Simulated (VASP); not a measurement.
An input for Quantum ESPRESSO's pw.x (written as the equivalent of a VASP run, and not itself run):

```
&CONTROL
  calculation = 'scf'
  pseudo_dir = './pseudo'
  outdir = './out'
  tprnfor = .true.
  tstress = .true.
/
&SYSTEM
  ibrav = 0
  nat = 5
  ntyp = 3
  ecutwfc = 84
  occupations = 'smearing'
  smearing = 'methfessel-paxton'
  degauss = 0.00735
  input_dft = 'revpbe'
/
&ELECTRONS
  conv_thr = 7.3e-09
  electron_maxstep = 100
/
ATOMIC_SPECIES
  Sr 87.620 Sr.upf
  V 50.941 V.upf
  O 15.999 O.upf
CELL_PARAMETERS angstrom
     3.9656064    0.0000000    0.0000000
     0.0000000    3.9656064    0.0000000
     0.0000000    0.0000000    3.9656064
ATOMIC_POSITIONS crystal
  Sr   0.0000000  0.0000000  0.0000000
  V    0.5000000  0.5000000  0.5000000
  O    0.5000000  0.0000000  0.5000000
  O    0.0000000  0.5000000  0.5000000
  O    0.5000000  0.5000000  0.0000000
K_POINTS automatic
  8 8 8 0 0 0
```

Task: Translate this input to VASP (INCAR, KPOINTS, POSCAR, choice of POTCAR).

Result: This is not unique; one that fits is 
KPOINTS:
```
kpoints
0
G
  8 8 8
```

INCAR:
```
! general
SYSTEM  = SrVO3
PREC    = Accurate
ENCUT   = 520
LREAL   = .FALSE.
LASPH   = .TRUE.

! electronic loop
EDIFF   = 1E-7
NELM    = 100
ALGO    = Normal
LMAXMIX = 4

! smearing
ISMEAR  = 1
SIGMA   = 0.1

! functional
GGA     = RE

! ions
ISIF    = 2

! output
LWAVE   = .FALSE.
LCHARG  = .FALSE.
```

**POSCAR**
```
SrVO3
1
    3.9656064216     0.0000000000     0.0000000000
    0.0000000000     3.9656064216     0.0000000000
    0.0000000000     0.0000000000     3.9656064216
Sr V O
1 1 3
Direct
  0.0000000000   0.0000000000   0.0000000000
  0.5000000000   0.5000000000   0.5000000000
  0.5000000000   0.0000000000   0.5000000000
  0.0000000000   0.5000000000   0.5000000000
  0.5000000000   0.5000000000   0.0000000000
```

POTCAR, in this order: Sr_sv V_sv O (PBE.64 set). Program: vasp_std.

The two are equivalent in intent, not identical: the potentials are each code's own (VASP's PAW set, PseudoDojo norm-conserving files in pw.x), so ENCUT and ecutwfc are chosen apart and not converted; conv_thr bounds pw.x's estimated SCF error, while EDIFF bounds the energy change between steps.

The compound is SrVO3 in the cubic perovskite structure. This cell is one point of a volume scan, at 1.06 of the reference volume.
